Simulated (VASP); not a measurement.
Input:

```
PdC
1.0
    2.72302     0.00000     0.00000
    0.00000     2.72302     0.00000
    0.00000     0.00000     2.72302
Pd C
1 1
Direct
  0.00000   0.00000   0.00000
  0.50000   0.50000   0.50000
```

Calculation: PBE GGA, VASP's PBE PAW potentials (set 64) (plane waves; VASP). Settings: 520 eV cut-off, 9×9×9 Γ-centred mesh, Gaussian smearing of 0.050 eV, potentials Pd_pv C.

Problem. What does the run give for the energy per atom (σ→0), pressure, band gap (on the k-mesh) with the smallest direct gap where there is one?

Solution. 
The band gap (on the k-mesh) is none (metal, semimetal or under 0.01 eV) and the energy per atom (σ→0) comes out as -518.9 kJ/mol of atoms. The pressure comes out as 12.68 GPa.

Only differences to runs with the same potentials and settings are physical.

The structure was generated: PdC was put into the CsCl type (Pm-3m), which need not be its known phase. The cell was not relaxed at this level. The run is one of a series of settings (POTCAR Pd_pv C (PBE.64 set) against the base run), some of them coarse on purpose.
